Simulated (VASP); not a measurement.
# A slab model of 1T-TaO2 bilayer, AA

Aim: model 1T-TaO2 bilayer, AA by a slab and find how far its highest filled level lies below the vacuum.

Main program and level: VASP 6.6.1; LDA; plane waves and PAW (O, Ta).

Report form: the programs' logs are mostly left out.

### Step 1. Starting point

The cell holds 6 atoms: 4 O and 2 Ta. Cell: a = 3.184 Å, b = 3.184 Å, c = 25.805 Å, α = 90.0°, β = 90.0°, γ = 120.0°. Vacuum lies along c.

As a file:

```xyz
6
Lattice="3.1845 0.0000 0.0000 -1.5922 2.7578 0.0000 0.0000 0.0000 25.8051" Properties=species:S:1:pos:R:3
O     1.5922    0.9193    9.0000
O     0.0000    1.8386   11.4526
O     1.5922    0.9193   14.3526
O     0.0000    1.8386   16.8051
Ta    0.0000    0.0000   10.2263
Ta    0.0000    0.0000   15.5789
```

### Step 2. Surface relaxation

The sheet's cell relaxes in its plane with the atoms, while the vacuum is kept.

File INCAR:

```
SYSTEM = TaO2
PREC = Normal
ENCUT = 520
EDIFF = 1E-05
NELM = 120
ISMEAR = -1
SIGMA = 0.05
LREAL = .FALSE.
ALGO = Fast
GGA = CA
NBANDS = 23
LASPH = .TRUE.
LORBIT = 11
LWAVE = .FALSE.
LCHARG = .FALSE.
KPAR = 2
IBRION = 2
NSW = 40
ISIF = 3
EDIFFG = -0.02
POTIM = 0.4
IDIPOL = 3
LDIPOL = .TRUE.
DIPOL = 0.5 0.5 0.5
LATTICE_CONSTRAINTS = .TRUE. .TRUE. .FALSE.
```

File POSCAR:

```
TaO2
1.0
    3.1844900000      0.0000000000      0.0000000000
   -1.5922450000      2.7578492381      0.0000000000
    0.0000000000      0.0000000000     25.8051393130
O Ta
4 2
Direct
    0.6666666667      0.3333333333      0.3487677354
    0.3333333333      0.6666666667      0.4438096426
    0.6666666667      0.3333333333      0.5561903574
    0.3333333333      0.6666666667      0.6512322646
    0.0000000000      0.0000000000      0.3962886890
    0.0000000000      0.0000000000      0.6037113110
```

File KPOINTS:

```
Automatic mesh
0
Gamma
12 12 1
0 0 0
```

The projector-augmented-wave data sets are O and Ta (LDA family, release 64).

Command:

```
mpirun -np 2 vasp_std
```

The job ended after 99 s (2 MPI ranks of Intel Xeon 6975P-C (Granite Rapids), shared host; peak memory 0.47 GiB).

After so large a change of volume the plane waves of the start cell no longer fit, so the final stress carries a basis-set error. The data set Ta keeps the semicore shell frozen, which is cheaper and a little less accurate. The run keeps the 12 symmetry operations of its start, so it cannot find a distortion of lower symmetry.

The steps of the relaxation:

| step | energy less that of the first step (eV) | largest force (eV/Å) | pressure (GPa) | volume (Å³) |
| --- | --- | --- | --- | --- |
| 1 | 0.0000 | 3.4153 | -13.89 | 226.63 |
| 2 | 0.4835 | 4.5796 | 27.61 | 169.67 |
| 3 | -2.2481 | 0.6733 | -0.96 | 196.18 |
| 4 | -2.2511 | 0.5671 | -0.37 | 195.37 |
| 5 | -2.2506 | 0.4829 | 0.05 | 194.77 |
| 6 | -2.2889 | 0.2340 | 0.22 | 196.72 |
| 7 | -2.3067 | 0.2015 | 0.56 | 199.94 |
| 8 | -2.3074 | 0.1414 | 0.51 | 199.43 |
| 9 | -2.3014 | 0.2199 | -1.20 | 202.30 |
| 10 | -2.3099 | 0.0212 | -0.06 | 200.41 |
| 11 | -2.3099 | 0.0230 | -0.14 | 200.47 |
| 12 | -2.3099 | 0.0206 | -0.12 | 200.44 |
| 13 | -2.3099 | 0.0183 | -0.12 | 200.45 |

| cell as run | before | after | change |
| --- | --- | --- | --- |
| a (Å) | 3.184 | 2.995 | -6.0 % |
| b (Å) | 3.184 | 2.995 | -6.0 % |

The atoms that moved most (Å, along periodic axes as changes of fractional coordinates times the final cell, across vacuum about the mean position):

| atom | dx | dy | dz | length |
| --- | --- | --- | --- | --- |
| O4 | 0.000 | 0.000 | -0.119 | 0.119 |
| O1 | 0.000 | 0.000 | 0.119 | 0.119 |
| O3 | 0.000 | 0.000 | 0.112 | 0.112 |
| O2 | 0.000 | 0.000 | -0.112 | 0.112 |

The relaxed structure:

```
O Ta
1.0
     2.99489    0.00000    0.00000
    -1.49744    2.59365    0.00000
     0.00000    0.00000   25.80514
O Ta
4 2
Direct
  0.66667 0.33333 0.35337
  0.33333 0.66667 0.43945
  0.66667 0.33333 0.56055
  0.33333 0.66667 0.64663
  0.00000 0.00000 0.39641
  0.00000 0.00000 0.60359
```

Numbers from this step:

```yaml
electronic_cycles: 98
electrons: 34
free_energy_toten: -62.7742 eV
energy_at_zero_smearing: -62.7549 eV
fermi_energy: -1.643 eV
labelled_metallic_from_the_levels_on_this_mesh: yes
dipole_moment: 0, 0, 0 e·Å
```

The run ended after 13 ionic steps, 2.310 eV below its first step, once forces and stress met EDIFFG = -0.02.

An edge in the plane moved by 6 %, while the plane waves stayed those of the start. The cell reached is therefore not relaxed on a basis of its own, and a second relaxation, which would tell, was not made.

Only the dipole across the slab is computed (IDIPOL = 3); zeros along the plane are no results.

### Step 3. Potential and states of the slab

A static run writes the electrostatic potential without exchange and correlation (LVHAR), which is flat in the vacuum and gives the level to count from. The dipole correction cancels the field that unlike faces would set up across the vacuum.

File INCAR:

```
SYSTEM = TaO2
PREC = Normal
ENCUT = 520
EDIFF = 1E-06
NELM = 120
ISMEAR = -1
SIGMA = 0.05
LREAL = .FALSE.
ALGO = Fast
GGA = CA
NBANDS = 33
LASPH = .TRUE.
LORBIT = 11
LWAVE = .FALSE.
LCHARG = .TRUE.
IDIPOL = 3
LDIPOL = .TRUE.
DIPOL = 0.5 0.5 0.5
LVHAR = .TRUE.
LVACPOTAV = .TRUE.
LELF = .TRUE.
NEDOS = 1500
```

File POSCAR:

```
TaO2
1.0
    2.9948872907      0.0000000000      0.0000000000
   -1.4974436453      2.5936484752      0.0000000000
    0.0000000000      0.0000000000     25.8051393130
O Ta
4 2
Direct
    0.6666666667      0.3333333333      0.3533722950
    0.3333333333      0.6666666667      0.4394530127
    0.6666666667      0.3333333333      0.5605469873
    0.3333333333      0.6666666667      0.6466277050
    0.0000000000      0.0000000000      0.3964056807
    0.0000000000      0.0000000000      0.6035943193
```

KPOINTS is that of step 2.

File KPOINTS_OPT:

```
Line mode
14
Line-mode
Reciprocal
  0.00000000   0.00000000   0.00000000 GAMMA
  0.50000000   0.00000000   0.00000000 M

  0.50000000   0.00000000   0.00000000 M
  0.33333333   0.33333333   0.00000000 K

  0.33333333   0.33333333   0.00000000 K
  0.00000000   0.00000000   0.00000000 GAMMA
```

Command:

```
mpirun -np 2 vasp_std
```

The job ended after 58 s (2 MPI ranks; peak memory 0.46 GiB; 1.9 min of CPU time).

Numbers from this step:

| Item | Value |
| --- | --- |
| electronic cycles | 23 |
| free energy (TOTEN) | -62.7606 eV |
| energy at zero smearing | -62.7412 eV |
| Fermi energy | -1.642 eV |
| DOS at the Fermi level | 4.633 states/eV/cell |
| vacuum levels | 3.833, 3.833 eV |
| work functions of the upper and lower face | 5.475, 5.475 eV |

The electronic bands at the labelled points (eV, zero at the Fermi level; # counts the bands kept):

| point | #9 | #10 | #11 | #12 | #13 | #14 | #15 | #16 |
| --- | --- | --- | --- | --- | --- | --- | --- | --- |
| Γ | -4.06 | -4.06 | -4.06 | -4.06 | 0.14 | 0.14 | 0.14 | 0.14 |
| 0.46 of the way | -4.72 | -4.71 | -4.09 | -3.98 | -0.24 | -0.20 | 1.38 | 1.38 |
| M | -4.63 | -4.61 | -4.60 | -4.45 | -0.76 | -0.72 | 2.65 | 2.68 |
| 0.54 of the way | -5.58 | -5.53 | -4.65 | -4.58 | 0.05 | 0.07 | 2.08 | 2.11 |
| K | -5.45 | -5.45 | -4.84 | -4.77 | 0.95 | 1.01 | 1.54 | 1.54 |
| 0.54 of the way | -5.32 | -5.31 | -4.03 | -3.96 | 0.28 | 0.35 | 0.74 | 0.77 |
| Γ | -4.06 | -4.06 | -4.06 | -4.06 | 0.14 | 0.14 | 0.14 | 0.14 |

Of the projections kept (O, Ta), the largest for each band there; the rest of the weight can lie on other orbitals:

| point | #9 | #10 | #11 | #12 | #13 | #14 | #15 | #16 |
| --- | --- | --- | --- | --- | --- | --- | --- | --- |
| Γ | O 0.94 | O 0.94 | O 0.94 | O 0.94 | Ta 0.95 | Ta 0.95 | Ta 0.95 | Ta 0.95 |
| M | O 0.82 | O 0.82 | O 0.88 | O 0.88 | Ta 0.75 | Ta 0.74 | Ta 0.86 | Ta 0.86 |
| K | O 0.71 | O 0.71 | O 0.78 | O 0.79 | Ta 0.96 | Ta 0.97 | Ta 0.71 | Ta 0.71 |
| Γ | O 0.94 | O 0.94 | O 0.94 | O 0.94 | Ta 0.95 | Ta 0.95 | Ta 0.95 | Ta 0.95 |

The density of states has structure finer than the step of the table below, so its rows give means over 0.5 eV, whole bins alone (the curve runs from -12.0 to 7.90 eV). Peaks (eV: height): total -7.17: 9.30, -5.71: 8.90, -4.55: 7.85, 6.00: 8.82; O s -5.71: 0.189, 4.40: 0.243, 5.35: 0.261, 5.93: 0.377; O p -7.17: 4.52, -5.71: 4.97, -4.99: 3.60, -4.55: 5.36; Ta s -8.70: 0.436, -8.26: 0.484, -7.75: 0.747, -6.44: 0.455; Ta p -7.75: 0.334, -7.24: 0.700, -5.71: 0.856, -4.62: 0.710.

Means over bins of 0.073 eV. Table of density of states by energy, zero at the Fermi level; means over each step; values in states/eV/cell:

| energy (eV) | total | O s | O p | Ta s | Ta p | Ta d |
| --- | --- | --- | --- | --- | --- | --- |
| -9.5 | 2.2e-4 | 0 | 2.6e-5 | 4.5e-5 | 0 | 4.4e-5 |
| -9.0 | 0.431 | 0.00423 | 0.163 | 0.0802 | 0.00231 | 0.132 |
| -8.5 | 1.77 | 0.0220 | 0.688 | 0.300 | 0.0322 | 0.516 |
| -8.0 | 3.46 | 0.0713 | 1.43 | 0.389 | 0.121 | 1.05 |
| -7.5 | 5.58 | 0.0731 | 2.51 | 0.228 | 0.325 | 1.99 |
| -7.0 | 7.40 | 0.0758 | 3.72 | 0.234 | 0.341 | 2.54 |
| -6.5 | 3.90 | 0.0592 | 2.10 | 0.251 | 0.183 | 0.918 |
| -6.0 | 5.11 | 0.0837 | 2.76 | 0.0948 | 0.427 | 1.05 |
| -5.5 | 6.59 | 0.120 | 3.76 | 0.0755 | 0.687 | 1.05 |
| -5.0 | 3.91 | 0.0130 | 2.53 | 0.0460 | 0.403 | 0.364 |
| -4.5 | 6.39 | 0.0392 | 4.39 | 0.0127 | 0.532 | 0.215 |
| -4.0 | 3.38 | 0.0167 | 2.45 | 0.00387 | 0.158 | 0.0332 |
| -3.5 | 0.0138 | 5.6e-5 | 0.0100 | 8.3e-6 | 4.9e-4 | 1.8e-5 |
| -3.0 | 0 | 0 | 0 | 0 | 0 | 0 |
| -2.5 | 0 | 0 | 0 | 0 | 0 | 0 |
| -2.0 | 0 | 0 | 0 | 0 | 0 | 0 |
| -1.5 | 0 | 0 | 0 | 0 | 0 | 0 |
| -1.0 | 0.157 | 0.00145 | 0.0339 | 0.00633 | 6.2e-5 | 0.0990 |
| -0.5 | 2.24 | 0.0172 | 0.487 | 0.0778 | 0.00705 | 1.41 |
| 0.0 | 3.81 | 0.0134 | 0.709 | 0.0571 | 0.0168 | 2.63 |
| 0.5 | 2.52 | 0.00266 | 0.415 | 0.0176 | 0.00971 | 1.84 |
| 1.0 | 2.36 | 0.00161 | 0.396 | 0.0172 | 0.00590 | 1.73 |
| 1.5 | 2.83 | 0.00194 | 0.536 | 0.0153 | 0.00379 | 2.01 |
| 2.0 | 3.84 | 0.00460 | 0.688 | 0.0309 | 0.00216 | 2.80 |
| 2.5 | 4.07 | 0.00459 | 0.461 | 0.0138 | 0.00336 | 3.34 |
| 3.0 | 2.31 | 0.0318 | 0.168 | 0.0472 | 0.00392 | 1.88 |
| 3.5 | 0.398 | 0.0593 | 0.0352 | 0.0794 | 0.00895 | 0.0212 |
| 4.0 | 1.03 | 0.116 | 0.0791 | 0.0955 | 0.0345 | 0.263 |
| 4.5 | 2.13 | 0.189 | 0.180 | 0.0817 | 0.0792 | 0.782 |
| 5.0 | 2.53 | 0.189 | 0.290 | 0.0903 | 0.0859 | 1.11 |
| 5.5 | 4.78 | 0.213 | 0.747 | 0.0663 | 0.0941 | 2.43 |
| 6.0 | 7.28 | 0.305 | 1.18 | 0.0774 | 0.0959 | 3.97 |
| 6.5 | 2.99 | 0.0733 | 0.454 | 0.0707 | 0.0691 | 0.915 |
| 7.0 | 2.19 | 0.0510 | 0.247 | 0.0622 | 0.135 | 0.191 |
| 7.5 | 3.46 | 0.0776 | 0.438 | 0.0985 | 0.296 | 0.322 |

Zero at the Fermi level. The planar average of the electrostatic potential by height:

| height (Å) | planar average of the electrostatic potential (eV) |
| --- | --- |
| 0 | 5.48 |
| 1 | 5.48 |
| 2 | 5.48 |
| 3 | 5.48 |
| 4 | 5.48 |
| 5 | 5.48 |
| 6 | 5.48 |
| 7 | 5.47 |
| 8 | 5.05 |
| 9 | -7.14 |
| 10 | -12.4 |
| 11 | -11.0 |
| 12 | 3.14 |
| 13 | 5.38 |
| 14 | -0.102 |
| 15 | -10.6 |
| 16 | -11.1 |
| 17 | -3.54 |
| 18 | 5.28 |
| 19 | 5.47 |
| 20 | 5.48 |
| 21 | 5.48 |
| 22 | 5.48 |
| 23 | 5.48 |
| 24 | 5.48 |
| 25 | 5.48 |

Density of states in the PAW spheres, an atom over height of the layer and energy from the Fermi level.

Ten even steps from '_' (0.00 states/eV) to '@' (1.63 states/eV), each cell a mean:
```
__++____++__
..%%....%%..
__++____++__
__..____..__
____________
____________
____________
____________
____________
____________
____________
::__::::__::
**..****..**
**::****::**
--::----::--
++++++++++++
++++++++++++
------------
--==----==--
**@@****@@**
==##====##==
--**----**--
```
Columns: height of the layer (Å) from 9.1 to 16.7 (not evenly spaced); rows upwards: energy from the Fermi level (eV) from -7.9 to 0.5.

ELF in the ca plane at fractional y = 0.000, with atoms of Ta within 0.2 Å of it. It is the smooth field of the valence electrons, not physical close to the nuclei.

Ten even steps from '0' (0.00) to '9' (0.67), each cell a mean:
```
00000000000000000001110000111000001110000110
00000000000000000012331002332100013321012332
00000000000000010136764224776200147753125775
00000000000000000258996336998400269984248997
00000000000000000147985225897300158974237986
00000000000000000024542113554100035542113553
00000000000000000001210001221000011210001221
00000000000000000001100000110000001100000110
```
Columns run along c (16.0 Å, from fractional 0.06 to 0.68 of the cell), rows up along a (3.0 Å). Atoms in or near the plane, at fractional coordinates: Ta at (0.40, 0.00), Ta at (0.60, 0.00).

Electrostatic potential energy in the ca plane at fractional y = 0.000, with atoms of Ta within 0.2 Å of it. With pseudopotentials it is smooth inside the atoms' cores, unlike the true potential.

Values in eV, 5 rows by 16 columns, each cell a mean:
```
  4   4   4   4   4   4   3  -8 -27 -17   1   3  -2 -23 -23  -2
  4   4   4   4   4   4   3  -3 -14  -7   2   4   0 -11 -11   0
  4   4   4   4   4   4   3  -2  -6  -4   2   4   1  -5  -6   0
  4   4   4   4   4   4   3  -4 -19 -10   2   4   0 -15 -16   0
  4   4   4   4   4   4   3  -9 -28 -19   1   3  -2 -25 -25  -3
```
Columns run along c (16.0 Å, from fractional 0.06 to 0.68 of the cell; values clipped at the 3rd and 97th percentile), rows up along a (3.0 Å). Atoms in or near the plane, at fractional coordinates: Ta at (0.40, 0.00), Ta at (0.60, 0.00).

Valence density in the ca plane at fractional y = 0.000, with atoms of Ta within 0.2 Å of it. It is the smooth field of the valence electrons, not physical close to the nuclei.

Ten even steps from '0' (0.00 e/Å³) to '9' (0.52 e/Å³), each cell a mean:
```
00000000000000000001256666421000001356666310
00000000000000000001356666531000012466666421
00000000000000000013676556753100014776567742
00000000000000000014897557984100026996468962
00000000000000000014786557873100025886568862
00000000000000000002466666642000013566666531
00000000000000000001356666421000001366666320
00000000000000000001256666421000001356765310
```
Columns run along c (16.0 Å, from fractional 0.06 to 0.68 of the cell), rows up along a (3.0 Å). Atoms in or near the plane, at fractional coordinates: Ta at (0.40, 0.00), Ta at (0.60, 0.00).

The map of layer states is cut here 0.5 eV above the Fermi level, so it leaves out the states above that.

The vacuum level lies 5.47 eV above the Fermi level at the upper face; both faces agree, as the slab has next to no dipole.

The program found no field-free point at its default tolerance, but its printed level agrees with the flat part of the planar average.

On this mesh the fine structure of the density of states is sampling noise, and high empty states may be cut by the number of bands.

### Step 4. The slab in a field, field -0.1

A field across the slab, with the atoms held, gives the electronic response: the dipole changes linearly with the field, and the energy has a linear term from the slab's own dipole and a quadratic one from its polarisability.

File INCAR:

```
SYSTEM = TaO2
PREC = Normal
ENCUT = 520
EDIFF = 1E-06
NELM = 120
ISMEAR = -1
SIGMA = 0.05
LREAL = .FALSE.
ALGO = Fast
GGA = CA
NBANDS = 23
LASPH = .TRUE.
LORBIT = 11
LWAVE = .FALSE.
LCHARG = .FALSE.
KPAR = 2
IDIPOL = 3
LDIPOL = .TRUE.
DIPOL = 0.5 0.5 0.5
EFIELD = -0.1
LVHAR = .TRUE.
```

POSCAR is that of step 3.

KPOINTS is that of step 3.

Command:

```
mpirun -np 2 vasp_std
```

The job ended after 35 s (2 MPI ranks; peak memory 0.43 GiB; 67 s of CPU time).

Numbers from this step:

```
electronic cycles       : 33
free energy (TOTEN)     : -62.7624 eV
energy at zero smearing : -62.7431 eV
dipole moment           : 0, 0, -0.03676 e·Å
```

Zero at the Fermi level. The planar average of the electrostatic potential by height:

| height (Å) | planar average of the electrostatic potential (eV) |
| --- | --- |
| 0 | 5.48 |
| 1 | 4.72 |
| 2 | 4.82 |
| 3 | 4.92 |
| 4 | 5.02 |
| 5 | 5.12 |
| 6 | 5.22 |
| 7 | 5.31 |
| 8 | 4.98 |
| 9 | -7.16 |
| 10 | -12.4 |
| 11 | -11.0 |
| 12 | 3.14 |
| 13 | 5.38 |
| 14 | -0.105 |
| 15 | -10.6 |
| 16 | -11.1 |
| 17 | -3.52 |
| 18 | 5.36 |
| 19 | 5.65 |
| 20 | 5.76 |
| 21 | 5.86 |
| 22 | 5.96 |
| 23 | 6.06 |
| 24 | 6.16 |
| 25 | 6.26 |

Force by atom:

| atom | x (eV/Å) | y (eV/Å) | z (eV/Å) | size |
| --- | --- | --- | --- | --- |
| O1 | 0.0000 | 0.0000 | -0.0168 | 0.0168 |
| O2 | 0.0000 | 0.0000 | 0.0187 | 0.0187 |
| O3 | 0.0000 | 0.0000 | -0.0156 | 0.0156 |
| O4 | 0.0000 | 0.0000 | -0.0490 | 0.0490 |
| Ta5 | 0.0000 | 0.0000 | 0.0513 | 0.0513 |
| Ta6 | 0.0000 | 0.0000 | 0.0112 | 0.0112 |

VASP counts the dipole in electrons times Å, so a positive number points the physical dipole along −c. A positive EFIELD is likewise a physical field along −c.

Energy at zero smearing: -62.74308 eV.

### Step 5. The slab in a field, field 0.1

INCAR: that of step 4 with these lines changed.

```diff
@@ -19,3 +19,3 @@
 DIPOL = 0.5 0.5 0.5
-EFIELD = -0.1
+EFIELD = 0.1
 LVHAR = .TRUE.
```

POSCAR is that of step 4.

KPOINTS is that of step 4.

Command:

```
mpirun -np 2 vasp_std
```

Wall time 34 s (2 MPI ranks); peak memory 0.43 GiB.

This step gave:

| Item | Value |
| --- | --- |
| electronic cycles | 31 |
| Fermi energy | -1.643 eV |
| dipole moment | 0, 0, 0.03709 e·Å |

Zero at the Fermi level. The planar average of the electrostatic potential by height:

height (Å), planar average of the electrostatic potential (eV) and a bar from the least value:
```
        0        5.5 #############################
        1        6.2 ##############################
        2        6.1 ##############################
        3        6.0 ##############################
        4        5.9 ##############################
        5        5.8 #############################
        6        5.7 #############################
        7        5.6 #############################
        8        5.1 ############################
        9       -7.1 ########
       10      -12.4 
       11      -11.0 ##
       12        3.1 #########################
       13        5.4 #############################
       14       -0.1 ####################
       15      -10.6 ###
       16      -11.1 ##
       17       -3.6 ##############
       18        5.2 ############################
       19        5.3 ############################
       20        5.2 ############################
       21        5.1 ############################
       22        5.0 ############################
       23        4.9 ############################
       24        4.8 ############################
       25        4.7 ############################
```

Force by atom:

| atom | x (eV/Å) | y (eV/Å) | z (eV/Å) | size |
| --- | --- | --- | --- | --- |
| O1 | 0.0000 | 0.0000 | 0.0489 | 0.0489 |
| O2 | 0.0000 | 0.0000 | 0.0158 | 0.0158 |
| O3 | 0.0000 | 0.0000 | -0.0191 | 0.0191 |
| O4 | 0.0000 | 0.0000 | 0.0167 | 0.0167 |
| Ta5 | 0.0000 | 0.0000 | -0.0110 | 0.0110 |
| Ta6 | 0.0000 | 0.0000 | -0.0513 | 0.0513 |

Energy at zero smearing: -62.74308 eV.

### Step 6. Derived quantities

This step: slab, LDA; plane waves and PAW (VASP 6.6.1).

No new run; the numbers come from the runs before.

This step gave:

* polarisability per area of the slab or monolayer: 0.6846 Å

VASP counts both for electrons: a positive EFIELD is a field along -c, and a positive dipole, in electrons times A, points along -c. Field, by row:

| EFIELD (eV/Å) | dipole along z (e Å) | energy change (eV) |
| --- | --- | --- |
| -0.1 | -0.03676 | -0.001849 |
| 0 | 0 | 0 |
| 0.1 | 0.03709 | -0.001847 |

The polarisability is the slope of the dipole against the field, as a volume for each unit of area.

### Step 7. Slab, other settings

This step: LDA; plane waves and PAW (O, Ta) (VASP 6.6.1).

The run is repeated with some settings moved, to see what they change.

INCAR: that of step 5 with these lines changed.

```diff
@@ -19,3 +19,4 @@
 DIPOL = 0.5 0.5 0.5
-EFIELD = 0.1
 LVHAR = .TRUE.
+LVACPOTAV = .TRUE.
+NELECT = 33.98
```

POSCAR is that of step 5.

KPOINTS is that of step 5.

Command:

```
mpirun -np 2 vasp_std
```

The job ended after 2.6 s (2 MPI ranks).

Other runs of this cell carry LDIPOL without an error; here NELECT leaves a net charge, and the program allows the two together in cubic cells alone.

The input was rejected at the start.

VASP's message: “LDIPOL = .TRUE. must be selected only for cubic supercells, since the quadrupole corrections are currently only implemented for this”. No number of this run is used.

Settings moved from the usual: NELECT = 33.98.

NELECT differs from the neutral count, so the cell is charged against a uniform background: another system, not a numerical setting.

### Step 8. Results

* work function of the slab: 5.47 eV
* polarisability per area of the slab or monolayer: 0.685 Å

What this shows: The work function is 5.47 eV at both faces. The atom that ends on top (O) moved inwards by 0.12 Å, counted from the mean of all atoms. Spin-orbit coupling is left out, which matters for the heavy elements here.

[Lines on the potential files, build, host, timing and source positions are cut from VASP's logs without a mark.]

[Logs are printed without paths, hosts, clocks, repeated set-up lines and the standing remarks that a program may print on its own settings, such as how far it seeks lower states.]

[Hosts, paths, dates, database ids (printed as entryN), source tags and the programs' standing remarks are cut or masked in the printed files.]

[In band tables of VASP the shares of atoms and orbitals are scaled to a sum of 1 inside the atoms' spheres.]

[Runs that stopped without an error message from VASP are left out.]
